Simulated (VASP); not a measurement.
```
HfB2
1.0
    1.57880    -2.73456     0.00000
    1.57880     2.73456     0.00000
    0.00000     0.00000     3.51178
Hf B
1 2
Direct
  0.00000   0.00000   0.00000
  0.33333   0.66667   0.50000
  0.66667   0.33333   0.50000
```

All values below come from RPBE GGA, VASP's PBE PAW potentials (set 64) (plane waves; VASP). Settings: 520 eV cut-off, 12×12×10 Γ-centred mesh, tetrahedra with Blöchl corrections, potentials Hf_pv B.

The cores are frozen, which limits the accuracy of field gradients.

Task: Give the principal components of the electric field gradient (V/Å²) and the asymmetry η at each nucleus.

Result: 
```tsv
atom	Vxx	Vyy	Vzz	η
Hf1	-38.3	-38.3	76.5	0.00
B2	-0.9	-0.9	1.8	0.00
B3	-0.9	-0.9	1.8	0.00
```

The compound is HfB2 in the AlB2 type structure. It was relaxed first.
